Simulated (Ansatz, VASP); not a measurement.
# CeO2: VASP beside Ansatz, part 2 of 2

Aim: how closely do two programs agree when they are given the same cell, functional and k mesh? The cell is taken from a series of runs on this material, whose earlier steps may have relaxed, scaled, displaced or heated it; both programs get it as it stands.

VASP 6.6.1 and Ansatz 0.2.0.

So far: The starting structure; Ansatz: zone-centre phonons, PBE, DFT+U.

### Step 3. VASP: zone-centre phonons, PBE, DFT+U

Level of this step: PBE, DFT+U (Ce f 5 eV), no spin polarisation; plane waves and PAW (Ce, O) (VASP).

The same cell, functional and mesh now go to VASP, with its own data sets.

Lines of VASP's logs that name or quote its potential files are left out, and so is its time.

Input file INCAR:

```
SYSTEM = CeO2
PREC = Accurate
ENCUT = 600
EDIFF = 1E-08
NELM = 200
ISMEAR = 0
SIGMA = 0.01
LREAL = .FALSE.
ALGO = Normal
GGA = PE
NBANDS = 18
LDAU = .TRUE.
LDAUTYPE = 2
LDAUL = 3 -1
LDAUU = 5 0
LDAUJ = 0 0
LDAUPRINT = 1
LASPH = .TRUE.
LMAXMIX = 6
LORBIT = 11
LWAVE = .FALSE.
LCHARG = .FALSE.
ISIF = 2
IBRION = 6
NFREE = 2
POTIM = 0.015
NSW = 1
GGA_COMPAT = .FALSE.
EFERMI = MIDGAP
KPAR = 2
```

Input file POSCAR:

```
CeO2
1.0
    0.0000000000      2.7359315297      2.7359315297
    2.7359315297      0.0000000000      2.7359315297
    2.7359315297      2.7359315297      0.0000000000
Ce O
1 2
Direct
    0.0000000000      0.0000000000      0.0000000000
    0.2500000000      0.2500000000      0.2500000000
    0.7500000000      0.7500000000      0.7500000000
```

Input file KPOINTS:

```
Automatic mesh
0
Gamma
8 8 8
0 0 0
```

The projector-augmented-wave data sets are Ce and O (PBE family, release 64).

The run is started by

```
> mpirun -np 2 vasp_std
```

Numbers of over 12 decimals in the logs are rounded to 6 here.

The program printed:

```text
[banner, memory and clock lines left out]
running    2 mpi-ranks, on    1 nodes
 distrk:  each k-point on    1 cores,    2 groups
 distr:  one band on    1 cores,    1 groups

 POSCAR found type information on POSCAR CeO
 POSCAR found :  2 types and       3 ions
 LDA part: xc-table for (Slater+PW92), standard interpolation
 POSCAR, INCAR and KPOINTS ok, starting setup
 FFT: planning ... GRIDC
 FFT: planning ... GRID_SOFT
 FFT: planning ... GRID
 WAVECAR not read
 entering main loop
       N       E                     dE             d eps       ncg     rms          rms(c)
DAV:   1     0.257938398401E+03    0.25794E+03   -0.12614E+04  1068   0.193E+03
DAV:   2     0.118973996429E+02   -0.24604E+03   -0.22174E+03  1418   0.315E+02
DAV:   3    -0.295543556609E+02   -0.41452E+02   -0.37169E+02  1268   0.159E+02
DAV:   4    -0.310922845479E+02   -0.15379E+01   -0.15368E+01  1628   0.303E+01
DAV:   5    -0.311740369214E+02   -0.81752E-01   -0.81734E-01  1768   0.587E+00    0.247E+01
DAV:   6    -0.248118770417E+02    0.63622E+01   -0.55513E+01  1548   0.495E+01    0.103E+01
DAV:   7    -0.247475896682E+02    0.64287E-01   -0.16628E+01  1470   0.464E+01    0.123E+01
DAV:   8    -0.244173349355E+02    0.33025E+00   -0.11042E+00  1656   0.100E+01    0.726E+00
DAV:   9    -0.245450622497E+02   -0.12773E+00   -0.37316E+00  1612   0.170E+01    0.615E+00
DAV:  10    -0.243210910172E+02    0.22397E+00   -0.12290E+00  1556   0.110E+01    0.120E+00
DAV:  11    -0.243233558213E+02   -0.22648E-02   -0.71713E-02  1870   0.215E+00    0.664E-01
DAV:  12    -0.243235345150E+02   -0.17869E-03   -0.19985E-02  1482   0.138E+00    0.290E-01
DAV:  13    -0.243244233952E+02   -0.88888E-03   -0.17377E-03  1698   0.312E-01    0.386E-01
DAV:  14    -0.243228529393E+02    0.15705E-02   -0.62380E-03  1588   0.640E-01    0.102E-01
DAV:  15    -0.243228930897E+02   -0.40150E-04   -0.14420E-04  1218   0.978E-02    0.142E-01
DAV:  16    -0.243227167560E+02    0.17633E-03   -0.56990E-04  1428   0.257E-01    0.248E-02
DAV:  17    -0.243227113352E+02    0.54208E-05   -0.97344E-05  1916   0.869E-02    0.983E-03
DAV:  18    -0.243227115084E+02   -0.17322E-06   -0.33958E-06  1214   0.134E-02    0.720E-03
DAV:  19    -0.243227113725E+02    0.13593E-06   -0.99691E-07  1624   0.649E-03    0.465E-03
DAV:  20    -0.243227113182E+02    0.54287E-07   -0.44917E-07  1620   0.598E-03    0.165E-03
DAV:  21    -0.243227112969E+02    0.21362E-07   -0.34044E-08  1314   0.188E-03    0.712E-04
DAV:  22    -0.243227112629E+02    0.33973E-07   -0.11887E-08   772   0.741E-04    0.145E-04
DAV:  23    -0.243227112587E+02    0.41605E-08   -0.43339E-09   678   0.601E-04
   1 F= -.24322711E+02 E0= -.24322711E+02  d E =0.000000E+00
[...]
2 F= -.24321833E+02 E0= -.24321833E+02  d E =0.000000E+00
[...]
3 F= -.24321833E+02 E0= -.24321833E+02  d E =0.000000E+00
[...]
4 F= -.24321840E+02 E0= -.24321840E+02  d E =0.000000E+00
 Finite differences progress:
  Degree of freedom:   2/  2
  Displacement:        1/  2
  Total:               3/  4
 bond charge predicted
       N       E                     dE             d eps       ncg     rms          rms(c)
DAV:   1    -0.243191118916E+02    0.27285E-02   -0.33716E+00  3468   0.125E+01    0.266E-01
DAV:   2    -0.243222536081E+02   -0.31417E-02   -0.41128E-02  4248   0.172E+00    0.239E-01
DAV:   3    -0.243219158017E+02    0.33781E-03   -0.34323E-03  5632   0.482E-01    0.132E-01
DAV:   4    -0.243218672605E+02    0.48541E-04   -0.13185E-03  5218   0.336E-01    0.589E-02
DAV:   5    -0.243218438656E+02    0.23395E-04   -0.24112E-04  5128   0.148E-01    0.262E-02
DAV:   6    -0.243218396068E+02    0.42587E-05   -0.25121E-05  5472   0.411E-02    0.160E-02
DAV:   7    -0.243218405811E+02   -0.97428E-06   -0.92907E-06  5648   0.258E-02    0.391E-03
DAV:   8    -0.243218403812E+02    0.19993E-06   -0.18696E-06  5746   0.110E-02    0.132E-03
DAV:   9    -0.243218404072E+02   -0.25967E-07   -0.28103E-07  5064   0.412E-03    0.994E-04
DAV:  10    -0.243218404047E+02    0.24349E-08   -0.86008E-08  5352   0.249E-03
   5 F= -.24321840E+02 E0= -.24321840E+02  d E =0.000000E+00
 Finite differences progress:
  Degree of freedom:   2/  2
  Displacement:        2/  2
  Total:               4/  4
```

OUTCAR, selected parts (step 3):

```text
ion  position               nearest neighbor table
   1  0.000  0.000  0.000-   3 2.37   3 2.37   3 2.37   2 2.37   3 2.37   2 2.37   2 2.37   2 2.37

  LATTYP: Found a face centered cubic cell.
 ALAT       =     5.4718630594

 Subroutine GETGRP returns: Found 48 space group operations
 (whereof 48 operations were pure point group operations)

The static configuration has the point symmetry O_h .

 Found     29 irreducible k-points:

   k-points           NKPTS =     29   k-points in BZ     NKDIM =     29   number of bands    NBANDS=     18

   dimension x,y,z NGX =    32 NGY =   32 NGZ =   32
   dimension x,y,z NGXF=    64 NGYF=   64 NGZF=   64

   ENCUT  =  600.0 eV  44.10 Ry    6.64 a.u.   7.73  7.73  7.73*2*pi/ulx,y,z

   NELECT =      24.0000    total number of electrons

 k-points in reciprocal lattice and weights: Automatic mesh
   0.00000000  0.00000000  0.00000000       0.002
   0.12500000  0.00000000  0.00000000       0.016
   0.25000000  0.00000000  0.00000000       0.016
   0.37500000  0.00000000  0.00000000       0.016
   0.50000000  0.00000000  0.00000000       0.008
   0.12500000  0.12500000  0.00000000       0.012
   0.25000000  0.12500000  0.00000000       0.047
   0.37500000  0.12500000  0.00000000       0.047
   0.50000000  0.12500000  0.00000000       0.047
[...]
-0.37500000  0.50000000  0.12500000       0.023
  -0.25000000  0.50000000  0.25000000       0.012

atom =   1  type =  1  l = 3

 onsite density matrix

spin component  1

  0.0391 -0.0000  0.0103 -0.0004 -0.0000  0.0001 -0.0000
 -0.0000  0.1389  0.0000 -0.0000  0.0010  0.0000 -0.0013
  0.0103  0.0000  0.0338 -0.0002  0.0000 -0.0001 -0.0000
 -0.0004 -0.0000 -0.0002  0.0471  0.0000  0.0000  0.0000
 -0.0000  0.0010  0.0000  0.0000  0.0338  0.0000 -0.0103
  0.0001  0.0000 -0.0001  0.0000  0.0000  0.0258 -0.0000
 -0.0000 -0.0013 -0.0000  0.0000 -0.0103 -0.0000  0.0391

spin component  2

 occupancies and eigenvectors

  o =  0.0256  v = -0.4348 -0.0000  0.5577 -0.0022  0.0000  0.7071  0.0000  0.0000  0.0000  0.0000  0.0000  0.0000  0.0000  0.0000      0.0000  0.0000  0.0000  0.0000  0.0000  0.0000  0.0000  0.0000  0.0000  0.0000  0.0000  0.0000  0.0000  0.0000
  o =  0.0256  v =  0.0000  0.0000  0.0000  0.0000  0.0000  0.0000  0.0000 -0.4348 -0.0000  0.5577 -0.0022  0.0000  0.7071  0.0000      0.0000  0.0000  0.0000  0.0000  0.0000  0.0000  0.0000  0.0000  0.0000  0.0000  0.0000  0.0000  0.0000  0.0000
  o =  0.0258  v =  0.0000  0.0000 -0.0000 -0.0000  0.7906  0.0000  0.6124  0.0000  0.0000  0.0000  0.0000  0.0000  0.0000  0.0000      0.0000  0.0000  0.0000  0.0000  0.0000  0.0000  0.0000  0.0000  0.0000  0.0000  0.0000  0.0000  0.0000  0.0000
  o =  0.0258  v =  0.0000  0.0000  0.0000  0.0000  0.0000  0.0000  0.0000  0.0000  0.0000 -0.0000 -0.0000  0.7906  0.0000  0.6124      0.0000  0.0000  0.0000  0.0000  0.0000  0.0000  0.0000  0.0000  0.0000  0.0000  0.0000  0.0000  0.0000  0.0000
  o =  0.0259  v =  0.4319  0.0000 -0.5599  0.0014 -0.0000  0.7071 -0.0000  0.0000  0.0000  0.0000  0.0000  0.0000  0.0000  0.0000      0.0000  0.0000  0.0000  0.0000  0.0000  0.0000  0.0000  0.0000  0.0000  0.0000  0.0000  0.0000  0.0000  0.0000
  o =  0.0259  v =  0.0000  0.0000  0.0000  0.0000  0.0000  0.0000  0.0000  0.4319  0.0000 -0.5599  0.0014 -0.0000  0.7071 -0.0000      0.0000  0.0000  0.0000  0.0000  0.0000  0.0000  0.0000  0.0000  0.0000  0.0000  0.0000  0.0000  0.0000  0.0000
  o =  0.0466  v =  0.0000  0.0000  0.0000  0.0000  0.0000  0.0000  0.0000  0.5577 -0.0000  0.4348  0.7071  0.0000  0.0022 -0.0000      0.0000  0.0000  0.0000  0.0000  0.0000  0.0000  0.0000  0.0000  0.0000  0.0000  0.0000  0.0000  0.0000  0.0000
[...]
o =  0.0475  v =  0.0000  0.0000  0.0000  0.0000  0.0000  0.0000  0.0000 -0.5599  0.0000 -0.4319  0.7071 -0.0000 -0.0014  0.0000      0.0000  0.0000  0.0000  0.0000  0.0000  0.0000  0.0000  0.0000  0.0000  0.0000  0.0000  0.0000  0.0000  0.0000
  o =  0.0475  v = -0.5599  0.0000 -0.4319  0.7071 -0.0000 -0.0014  0.0000  0.0000  0.0000  0.0000  0.0000  0.0000  0.0000  0.0000      0.0000  0.0000  0.0000  0.0000  0.0000  0.0000  0.0000  0.0000  0.0000  0.0000  0.0000  0.0000  0.0000  0.0000
  o =  0.1389  v = -0.0000 -0.9998  0.0000 -0.0000 -0.0112 -0.0000  0.0145  0.0000  0.0000  0.0000  0.0000  0.0000  0.0000  0.0000      0.0000  0.0000  0.0000  0.0000  0.0000  0.0000  0.0000  0.0000  0.0000  0.0000  0.0000  0.0000  0.0000  0.0000
  o =  0.1389  v =  0.0000  0.0000  0.0000  0.0000  0.0000  0.0000  0.0000 -0.0000 -0.9998  0.0000 -0.0000 -0.0112 -0.0000  0.0145      0.0000  0.0000  0.0000  0.0000  0.0000  0.0000  0.0000  0.0000  0.0000  0.0000  0.0000  0.0000  0.0000  0.0000

 average (electrostatic) potential at core
       1 -78.9876       2 -67.9085       3 -67.9081

 E-fermi :   6.4714

 k-point     1 :       0.0000    0.0000    0.0000
  band No.  band energies     occupation
    ...
      8       1.4563      2.00000
      9       1.4712      2.00000
     10       4.8669      2.00000
     11       4.8811      2.00000
     12       4.8949      2.00000
     13       7.7889      0.00000
     14       8.1241      0.00000
     15       8.1274      0.00000
     16       8.1307      0.00000
     17       8.5041      0.00000
    ...

 k-point     2 :       0.1250    0.0000    0.0000
  band No.  band energies     occupation
    ...
      8       1.6133      2.00000
      9       1.8312      2.00000
     10       4.7109      2.00000
     11       4.7783      2.00000
     12       4.7965      2.00000
     13       7.8059      0.00000
     14       8.1060      0.00000
     15       8.1104      0.00000
     16       8.1265      0.00000
     17       8.3872      0.00000
    ...

 k-point     3 :       0.2500    0.0000    0.0000
  band No.  band energies     occupation
    ...
      8       1.9422      2.00000
      9       2.7442      2.00000
     10       4.3709      2.00000
     11       4.6182      2.00000
     12       4.6295      2.00000
     13       7.8472      0.00000
     14       8.0338      0.00000
     15       8.0361      0.00000
     16       8.1294      0.00000
     17       8.1523      0.00000
    ...

 k-point     4 :       0.3750    0.0000    0.0000
  band No.  band energies     occupation
    ...
      8       2.2402      2.00000
      9       3.6242      2.00000
     10       4.1432      2.00000
     11       4.5610      2.00000
     12       4.5623      2.00000
     13       7.7384      0.00000
     14       7.9653      0.00000
     15       7.9656      0.00000
     16       8.0982      0.00000
     17       8.1324      0.00000
    ...

 k-point     5 :       0.5000    0.0000    0.0000
  band No.  band energies     occupation
    ...
      8       2.3447      2.00000
      9       4.0136      2.00000
     10       4.0334      2.00000
     11       4.5732      2.00000
     12       4.5813      2.00000
     13       7.6198      0.00000
     14       7.9423      0.00000
     15       7.9428      0.00000
     16       8.1337      0.00000
     17       8.1635      0.00000
    ...

 k-point     6 :       0.1250    0.1250    0.0000
  band No.  band energies     occupation
    ...
      8       1.6953      2.00000
      9       1.8951      2.00000
     10       4.2176      2.00000
     11       4.9778      2.00000
     12       4.9780      2.00000
     13       7.8129      0.00000
     14       8.0756      0.00000
     15       8.1320      0.00000
     16       8.1323      0.00000
     17       8.2999      0.00000
    ...

  Total        0.7566159      0.7542996      0.7542996      0.0000000      0.0424874      0.0000000
  in kB       29.5965033     29.5058962     29.5058962      0.0000000      1.6619767      0.0000000
  external PRESSURE =      29.5360986 kB  Pullay stress =       0.0000000 kB

  energy-cutoff  :      600.00
  volume of cell :       40.96
      direct lattice vectors                 reciprocal lattice vectors
     0.000000000  2.735931530  2.735931530    -0.182753112  0.182753112  0.182753112
     2.735931530  0.000000000  2.735931530     0.182753112 -0.182753112  0.182753112
     2.735931530  2.735931530  0.000000000     0.182753112  0.182753112 -0.182753112

 POSITION                                       TOTAL-FORCE (eV/Angst)
 -----------------------------------------------------------------------------------
      0.00000      0.00000      0.00000        -0.058519      0.000000      0.000000
      1.35297      1.36797      1.36797         0.116353      0.000000      0.000000
      4.10390      4.10390      4.10390        -0.057833      0.000000      0.000000
 -----------------------------------------------------------------------------------
    total drift:                               -0.000041      0.000000      0.000000

  FREE ENERGIE OF THE ION-ELECTRON SYSTEM (eV)
  ---------------------------------------------------
  free  energy   TOTEN  =       -24.3218404047 eV

  energy  without entropy=      -24.3218404047  energy(sigma->0) =      -24.32184040

 Eigenvectors and eigenvalues of the dynamical matrix
 ----------------------------------------------------

   1 f  =   13.316265 THz    83.668561 2PiTHz  444.182792 cm-1    55.071623 meV
             X         Y         Z           dx          dy          dz
      0.000000  0.000000  0.000000    -0.000000    0.000000    0.000000
      1.367966  1.367966  1.367966    -0.000000   -0.000000   -0.707107
      4.103897  4.103897  4.103897     0.000000    0.000000    0.707107

   2 f  =   13.316265 THz    83.668561 2PiTHz  444.182792 cm-1    55.071623 meV
             X         Y         Z           dx          dy          dz
      0.000000  0.000000  0.000000    -0.000000   -0.000000    0.000000
      1.367966  1.367966  1.367966    -0.657071    0.261261    0.000000
      4.103897  4.103897  4.103897     0.657071   -0.261261    0.000000

   3 f  =   13.316265 THz    83.668561 2PiTHz  444.182792 cm-1    55.071623 meV
             X         Y         Z           dx          dy          dz
      0.000000  0.000000  0.000000    -0.000000   -0.000000   -0.000000
      1.367966  1.367966  1.367966     0.261261    0.657071   -0.000000
      4.103897  4.103897  4.103897    -0.261261   -0.657071    0.000000

   4 f  =    8.561018 THz    53.790465 2PiTHz  285.564836 cm-1    35.405511 meV
             X         Y         Z           dx          dy          dz
      0.000000  0.000000  0.000000    -0.027306    0.006653    0.429976
      1.367966  1.367966  1.367966     0.040437   -0.009852   -0.636736
      4.103897  4.103897  4.103897     0.040437   -0.009852   -0.636736

   5 f  =    8.561018 THz    53.790465 2PiTHz  285.564836 cm-1    35.405511 meV
             X         Y         Z           dx          dy          dz
      0.000000  0.000000  0.000000    -0.406334    0.140638   -0.027981
      1.367966  1.367966  1.367966     0.601726   -0.208266    0.041436
      4.103897  4.103897  4.103897     0.601726   -0.208266    0.041436

   6 f  =    8.561018 THz    53.790465 2PiTHz  285.564836 cm-1    35.405511 meV
             X         Y         Z           dx          dy          dz
      0.000000  0.000000  0.000000     0.140770    0.407242    0.002639
      1.367966  1.367966  1.367966    -0.208462   -0.603070   -0.003908
      4.103897  4.103897  4.103897    -0.208462   -0.603070   -0.003908

   7 f/i=    0.002787 THz     0.017511 2PiTHz    0.092962 cm-1     0.011526 meV
             X         Y         Z           dx          dy          dz
      0.000000  0.000000  0.000000     0.117530   -0.101970    0.888887
      1.367966  1.367966  1.367966     0.039683   -0.034429    0.300124
      4.103897  4.103897  4.103897     0.039683   -0.034429    0.300124

   8 f/i=    0.002787 THz     0.017511 2PiTHz    0.092962 cm-1     0.011526 meV
             X         Y         Z           dx          dy          dz
      0.000000  0.000000  0.000000     0.234140   -0.861775   -0.129818
      1.367966  1.367966  1.367966     0.079055   -0.290970   -0.043832
      4.103897  4.103897  4.103897     0.079055   -0.290970   -0.043832

   9 f/i=    0.002787 THz     0.017511 2PiTHz    0.092962 cm-1     0.011526 meV
             X         Y         Z           dx          dy          dz
      0.000000  0.000000  0.000000     0.863537    0.247540   -0.085782
      1.367966  1.367966  1.367966     0.291565    0.083580   -0.028963
      4.103897  4.103897  4.103897     0.291565    0.083580   -0.028963

 ELASTIC MODULI CONTR FROM IONIC RELAXATION (kBar)
 Direction    XX          YY          ZZ          XY          YZ          ZX
 --------------------------------------------------------------------------------
 XX          -0.0000      0.0000     -0.0000     -0.0000     -0.0000      0.0000
 YY           0.0000     -0.0000      0.0000      0.0000      0.0000     -0.0000
 ZZ          -0.0000      0.0000     -0.0000     -0.0000     -0.0000      0.0000
 XY          -0.0000      0.0000     -0.0000    -54.0409     -0.0000      0.0000
 YZ          -0.0000      0.0000     -0.0000     -0.0000    -54.0409      0.0000
 ZX           0.0000     -0.0000      0.0000      0.0000      0.0000    -54.0409
 --------------------------------------------------------------------------------

 total charge
# of ion       s       p       d       f       tot
--------------------------------------------------
    1        2.013   5.818   0.928   0.705   9.465
    2        1.569   3.454   0.000   0.000   5.023
    3        1.569   3.454   0.000   0.000   5.023
--------------------------------------------------
tot          5.150  12.726   0.928   0.705  19.510
```

CONTCAR:

```
CeO2
   1.00000000000000
     0.0000000000000000    2.7359315297000002    2.7359315297000002
     2.7359315297000002    0.0000000000000000    2.7359315297000002
     2.7359315297000002    2.7359315297000002    0.0000000000000000
  Ce              O
     1     2
Direct
     0.0000000000000000    0.0000000000000000    0.0000000000000000
     0.2527412966730284    0.2472587033269717    0.2472587033269716
     0.7500000000000000    0.7500000000000000    0.7500000000000000
```

This run has no spin polarisation, so a moment on Ce, if there is one, isn't seen. DFT+U on an f shell has many metastable occupations, and no search among them was made.

Levels, forces or a CONTCAR printed for this step are those of its last displaced cell, not of the structure at rest.

### Step 4. Side by side

Known differences besides the potentials themselves: U acts on the PAW sphere in VASP and on atomic orbitals in Ansatz, so only states and trends compare; fixed occupations in Ansatz, narrow Gaussian smearing in VASP; the cutoff is 420 eV in Ansatz and 600 eV in VASP; VASP uses finite displacements, Ansatz perturbation theory. Total energies have different zeros and are not compared.

Compared:

```tsv
quantity	Ansatz	VASP	difference
optical mode 1 to 3 (cm⁻¹)	258.6	285.6	-9.45 %
optical mode 4 to 6 (cm⁻¹)	431.0	444.2	-2.97 %
```

Modes are paired by rising frequency, not by their patterns, so a pair may set unlike modes beside each other; they are those without the splitting of longitudinal modes.

### Step 5. What came out

| Item | Value |
| --- | --- |
| r.m.s. difference of the optical zone-centre modes, each program's sorted by frequency (zone-centre phonons, PBE, DFT+U) | 21 cm⁻¹ |
| difference in optical mode 1 to 3 (zone-centre phonons, PBE, DFT+U) | -9.4 % |

The r.m.s. difference of the optical zone-centre modes, each program's sorted by frequency is 21 cm⁻¹ (zone-centre phonons, PBE, DFT+U). Among the rows given in per cent, the largest difference of the zone-centre phonons, PBE, DFT+U pair is in optical mode 1 to 3, -9.4 %. What causes the difference of the zone-centre phonons, PBE, DFT+U pair stays open here. 1 further run of this series is not shown here. How closely two codes agree says nothing of how well the functional describes the real material.

[Lines on the potential files, build, host, timing and source positions are cut from VASP's logs without a mark.]

[Logs are printed without paths, hosts, clocks, repeated set-up lines and the standing remarks that a program may print on its own settings, such as how far it seeks lower states.]

[Hosts, paths, dates, database ids (printed as entryN), source tags and the programs' standing remarks are cut or masked in the printed files.]
